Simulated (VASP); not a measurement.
```
VO
1.0
    0.00000     2.19902     2.19902
    2.19902     0.00000     2.19902
    2.19902     2.19902     0.00000
V O
1 1
Direct
  0.00000   0.00000   0.00000
  0.25000   0.25000   0.25000
```

Calculation: LDA (Ceperley-Alder, Perdew-Zunger), VASP's LDA PAW potentials (set 64) (plane waves; VASP). Numerical set-up: 520 eV cut-off, 16×16×16 Γ-centred mesh, tetrahedra with Blöchl corrections, potentials V_sv O.

**Question.** Estimate the energy per atom (σ→0), band gap (on the k-mesh) with the smallest direct gap where there is one.

**Answer.** 
```json
{
  "band gap (on the k-mesh)": "none (metal, semimetal or under 0.01 eV)",
  "energy per atom (σ→0)": "-9.429 eV/atom"
}
```

The absolute energy has meaning only against runs of the same code, potentials and settings.

The structure was generated: VO was put into the zinc blende type (F-43m), which need not be its known phase. It was relaxed first, which changed the volume by -34 %. The run is not spin-polarised, so no magnetic state was tried. The electron count is odd and the run is not spin-polarised, which forces a metal.
